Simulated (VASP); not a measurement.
# Which face does Hf expose?, part 3 of 5

Aim: compare the low-index faces of Hf at one level of theory.

VASP 6.6.1; r2SCAN; plane waves and PAW (Hf).

So far. Step 3 (The bulk reference, job self-consistent run, k-mesh …): The run ends at a pressure of -0.04 GPa. Step 4 (Relaxing the slab, 8 atoms, face Hf(0001)): The run ended after 6 ionic steps, 0.142 eV below its first step, once the forces on the free atoms met EDIFFG = -0.03.

## Step 5: Potential and states of the slab, 8 atoms, face Hf(0001)

A static run writes the electrostatic potential without exchange and correlation (LVHAR), which is flat in the vacuum and gives the level to count from. The dipole correction cancels the field that unlike faces would set up across the vacuum.

Input file INCAR:

```
SYSTEM = Hf
PREC = Normal
ENCUT = 320
EDIFF = 1E-06
NELM = 120
ISMEAR = 1
SIGMA = 0.15
LREAL = .FALSE.
ALGO = Normal
METAGGA = R2SCAN
LASPH = .TRUE.
NBANDS = 24
LORBIT = 11
LWAVE = .FALSE.
LCHARG = .TRUE.
KPAR = 4
IDIPOL = 3
LDIPOL = .TRUE.
DIPOL = 0.5 0.5 0.5
LVHAR = .TRUE.
LVACPOTAV = .TRUE.
NEDOS = 1500
```

Input file POSCAR:

```
Hf
1.0
    3.1813285835      0.0000000000      0.0000000000
    1.5906642918      2.7551113711      0.0000000000
    0.0000000000      0.0000000000     32.4851661859
Hf
8
Direct
    0.6666666700      0.6666666700      0.2332683642
    0.0000000000      0.0000000000      0.3050816498
    0.6666666700      0.6666666700      0.3850957906
    0.0000000000      0.0000000000      0.4608356963
    0.6666666700      0.6666666700      0.5391643037
    0.0000000000      0.0000000000      0.6149042094
    0.6666666700      0.6666666700      0.6949183502
    0.0000000000      0.0000000000      0.7667316358
```

Input file KPOINTS:

```
Automatic mesh
0
Gamma
12 12 1
0 0 0
```

PAW data sets: Hf (PBE family, release 64).

Run with:

```console
$ mpirun -np 4 vasp_std
```

What it wrote:

```text
[... set-up lines as in an earlier step ...]
 entering main loop
       N       E                     dE             d eps       ncg     rms          rms(c)
DAV:   1    -0.233162753350E+03   -0.23316E+03   -0.83562E+03   912   0.709E+02
DAV:   2    -0.344288203661E+03   -0.11113E+03   -0.10028E+03  1248   0.132E+02
DAV:   3    -0.357121813953E+03   -0.12834E+02   -0.12173E+02  1296   0.432E+01
DAV:   4    -0.358155911677E+03   -0.10341E+01   -0.10083E+01  1592   0.110E+01
DAV:   5    -0.358203400634E+03   -0.47489E-01   -0.47116E-01  1512   0.228E+00    0.226E+01
DAV:   6    -0.392871237808E+03   -0.34668E+02   -0.25099E+02  1792   0.368E+01    0.232E+01
DAV:   7    -0.371177185685E+03    0.21694E+02   -0.57390E+02  1816   0.473E+01    0.242E+01
DAV:   8    -0.360815765854E+03    0.10361E+02   -0.82158E+01  1320   0.350E+01    0.106E+01
DAV:   9    -0.358372057184E+03    0.24437E+01   -0.27892E+01  1552   0.155E+01    0.445E+00
DAV:  10    -0.358835443462E+03   -0.46339E+00   -0.47010E+00  1512   0.702E+00    0.357E+00
DAV:  11    -0.358876342746E+03   -0.40899E-01   -0.40803E-01  1544   0.245E+00    0.318E+00
DAV:  12    -0.358852196742E+03    0.24146E-01   -0.80135E-02  1472   0.106E+00    0.235E+00
DAV:  13    -0.358808860087E+03    0.43337E-01   -0.16437E-01  1352   0.142E+00    0.839E-01
DAV:  14    -0.358811462538E+03   -0.26025E-02   -0.45978E-02  1456   0.935E-01    0.749E-01
DAV:  15    -0.358811853663E+03   -0.39112E-03   -0.16387E-02  1472   0.486E-01    0.299E-01
DAV:  16    -0.358812405446E+03   -0.55178E-03   -0.13618E-02  1416   0.395E-01    0.193E-01
DAV:  17    -0.358812124489E+03    0.28096E-03   -0.30423E-03  1368   0.183E-01    0.144E-01
DAV:  18    -0.358812341627E+03   -0.21714E-03   -0.11766E-03  1320   0.121E-01    0.722E-02
DAV:  19    -0.358812533496E+03   -0.19187E-03   -0.37226E-04  1648   0.650E-02    0.331E-02
DAV:  20    -0.358812712657E+03   -0.17916E-03   -0.11846E-04  1256   0.474E-02    0.217E-02
DAV:  21    -0.358812868289E+03   -0.15563E-03   -0.18907E-04  1256   0.578E-02    0.171E-02
DAV:  22    -0.358812954631E+03   -0.86342E-04   -0.25082E-05  1312   0.266E-02    0.766E-03
DAV:  23    -0.358813014835E+03   -0.60204E-04   -0.35183E-05  1208   0.336E-02    0.688E-03
DAV:  24    -0.358813095864E+03   -0.81029E-04   -0.22386E-05  1280   0.252E-02    0.854E-03
DAV:  25    -0.358813127754E+03   -0.31891E-04   -0.54791E-06  1072   0.124E-02    0.443E-03
DAV:  26    -0.358813147239E+03   -0.19485E-04   -0.30214E-06  1080   0.114E-02    0.242E-03
DAV:  27    -0.358813154598E+03   -0.73596E-05   -0.16306E-06  1016   0.104E-02    0.160E-03
DAV:  28    -0.358813160472E+03   -0.58739E-05   -0.82259E-07   920   0.673E-03    0.439E-04
DAV:  29    -0.358813160809E+03   -0.33652E-06   -0.19924E-07   872   0.388E-03
 -----------------------------------------------------------------------------
|                                                                             |
|           W    W    AA    RRRRR   N    N  II  N    N   GGGG   !!!           |
|           W    W   A  A   R    R  NN   N  II  NN   N  G    G  !!!           |
|           W    W  A    A  R    R  N N  N  II  N N  N  G       !!!           |
|           W WW W  AAAAAA  RRRRR   N  N N  II  N  N N  G  GGG   !            |
|           WW  WW  A    A  R   R   N   NN  II  N   NN  G    G                |
|           W    W  A    A  R    R  N    N  II  N    N   GGGG   !!!           |
|                                                                             |
|     Did not find any points to average over, which means that no vacuum     |
|     field-free region was found. Please increase the size of  your cell     |
|     in the dimension of the dipole correction to obtain accurate            |
|     workfunction values.                                                    |
|                                                                             |
 -----------------------------------------------------------------------------

   1 F= -.35881316E+03 E0= -.35881114E+03  d E =-.607299E-02
```

It took 84 s on 4 MPI ranks of Intel Xeon Platinum 8259CL at 2.50GHz (Skylake/Cascade Lake), shared host; peak memory 0.79 GiB; 5.5 min of CPU time.

OUTCAR, selected parts (step 5):

```text
   NELECT =      32.0000    total number of electrons

 dipolmoment           0.000000      0.000000     -0.000001 electrons x Angstroem

 E-fermi :   1.6020

 k-point     1 :       0.0000    0.0000    0.0000
  band No.  band energies     occupation
    ...
      6      -2.9170      2.00000
      7      -2.4773      2.00000
      8      -2.3000      2.00000
      9       1.3292      2.02743
     10       1.3637      2.04715
     11       1.6691      0.32063
     12       1.9167     -0.01149
     13       2.1146     -0.00001
     14       2.3016     -0.00000
     15       2.7103     -0.00000
    ...

  Total       -1.8234309     -1.8234309     -0.3486339     -0.0000000      0.0000000      0.0000000
  in kB      -10.2604665    -10.2604665     -1.9617667     -0.0000000      0.0000000      0.0000000
  external PRESSURE =      -7.4942332 kB  Pullay stress =       0.0000000 kB

 POSITION                                       TOTAL-FORCE (eV/Angst)
 -----------------------------------------------------------------------------------
      3.18133      1.83674      7.57776         0.000000      0.000000      0.011895
      0.00000      0.00000      9.91063        -0.000000      0.000000      0.016497
      3.18133      1.83674     12.50990         0.000000     -0.000000     -0.028727
      0.00000      0.00000     14.97032        -0.000000     -0.000000      0.009059
      3.18133      1.83674     17.51484         0.000000      0.000000     -0.009059
      0.00000      0.00000     19.97527        -0.000000     -0.000000      0.028727
      3.18133      1.83674     22.57454         0.000000      0.000000     -0.016497
      0.00000      0.00000     24.90740        -0.000000     -0.000000     -0.011895
 -----------------------------------------------------------------------------------
    total drift:                               -0.000009     -0.000005     -0.000285

  FREE ENERGIE OF THE ION-ELECTRON SYSTEM (eV)
  ---------------------------------------------------
  free  energy   TOTEN  =      -358.8131608088 eV

  energy  without entropy=     -358.8070878155  energy(sigma->0) =     -358.81113648

 vacuum level on the upper side and lower side of the slab         6.099         6.099

[... 8 parts as in an earlier step ...]

[... 9 further parts left out ...]
```

Numbers from this step:

| Property | Result |
| --- | --- |
| electronic cycles | 29 |
| dipole moment | 0, 0, -1.00e-6 e·Å |
| vacuum levels | 6.099, 6.099 eV |
| work functions of the upper and lower face | 4.497, 4.497 eV |

The planar average of the electrostatic potential oscillates, so the rows of the table below give means over windows of 2.48 Å about each position, cut where the curve ends. Its maxima inside the range that stand out by 2 % of the span (Å: eV): 8.8: -1.64, 11.2: -0.256, 13.8: -1.08, 16.2: -0.523, 18.7: -1.08, 21.3: -0.256, 23.7: -1.64. Its minima: 7.6: -9.53, 9.9: -9.36, 12.5: -9.41, 15.0: -9.48, 17.5: -9.48, 20.0: -9.41, 22.6: -9.36, 24.9: -9.53.

Zero at the Fermi level. Table of planar average of the electrostatic potential by height; means over each step:

```tsv
height (Å)	planar average of the electrostatic potential (eV)
1.24	4.50
3.72	4.46
6.20	-0.407
8.68	-5.84
11.16	-4.77
13.64	-5.44
16.12	-5.06
18.60	-5.45
21.08	-4.79
23.56	-5.81
26.04	-1.76
28.52	4.44
31.00	4.50
```

Density of states in the PAW spheres, an atom over height of the layer and energy from the Fermi level.

Values in states/eV, 22 rows by 8 columns, each cell a mean:
```
1.19 0.77 1.21 1.16 1.16 1.21 0.77 1.19
1.11 0.53 0.55 0.51 0.51 0.55 0.53 1.11
0.85 0.45 0.53 0.46 0.46 0.53 0.45 0.85
0.75 0.84 1.11 1.01 1.01 1.11 0.84 0.75
1.13 1.34 1.10 1.07 1.07 1.10 1.34 1.13
0.81 0.93 0.69 0.84 0.84 0.69 0.93 0.81
0.38 0.48 0.56 0.64 0.64 0.56 0.48 0.38
0.51 0.68 0.67 0.67 0.67 0.67 0.68 0.51
0.64 0.69 0.60 0.61 0.61 0.60 0.69 0.64
0.51 0.57 0.50 0.51 0.51 0.50 0.57 0.51
0.32 0.47 0.48 0.50 0.50 0.48 0.47 0.32
0.29 0.37 0.38 0.39 0.39 0.38 0.37 0.29
0.15 0.19 0.21 0.26 0.26 0.21 0.19 0.15
0.16 0.15 0.15 0.14 0.14 0.15 0.15 0.16
0.10 0.13 0.15 0.14 0.14 0.15 0.13 0.10
0.09 0.10 0.09 0.11 0.11 0.09 0.10 0.09
0.08 0.11 0.10 0.09 0.09 0.10 0.11 0.08
0.04 0.06 0.06 0.08 0.08 0.06 0.06 0.04
0.04 0.07 0.05 0.05 0.05 0.05 0.07 0.04
0.02 0.04 0.05 0.05 0.05 0.05 0.04 0.02
0.00 0.01 0.03 0.03 0.03 0.03 0.01 0.00
0.00 0.00 0.00 0.00 0.00 0.00 0.00 0.00
```
Columns: height of the layer (Å) from 7.6 to 24.9 (not evenly spaced); rows upwards: energy from the Fermi level (eV) from -7.9 to 0.5.

Valence density in the ca plane at fractional y = 0.000, with atoms of Hf within 0.2 Å of it. It is the smooth field of the valence electrons, not physical close to the nuclei.

Ten even steps from '0' (0.00 e/Å³) to '9' (0.29 e/Å³), each cell a mean:
```
77666766677777776677666778886459841100000000
66677655666666667765555677777777531100000000
55666555566655556655555566666665431100000000
56655555566655666555555666666665431100000000
56665555566655566655555666666665431100000000
55676555566666567765555666666776531100000000
66677666667776666766556677777668731100000000
78666776677777876678666778886359841100000000
```
Columns run along c (16.0 Å, from fractional 0.43 to 0.92 of the cell), rows up along a (3.2 Å). Atoms in or near the plane, at fractional coordinates: Hf at (0.46, 0.00), Hf at (0.61, 0.00), Hf at (0.77, 0.00).

The map of layer states is cut here 0.5 eV above the Fermi level, so it leaves out the states above that.

The vacuum level lies 4.50 eV above the Fermi level at the upper face; both faces agree, as the slab has next to no dipole.

The program found no field-free point at its default tolerance, but its printed level agrees with the flat part of the planar average.

On this mesh the fine structure of the density of states is sampling noise, and high empty states may be cut by the number of bands.

(Part 3 of 5 ends here.)

[Lines on the potential files, build, host, timing and source positions are cut from VASP's logs without a mark.]

[Logs are printed without paths, hosts, clocks, repeated set-up lines and the standing remarks that a program may print on its own settings, such as how far it seeks lower states.]

[Hosts, paths, dates, database ids (printed as entryN), source tags and the programs' standing remarks are cut or masked in the printed files.]

[Runs that stopped without an error message from VASP are left out.]
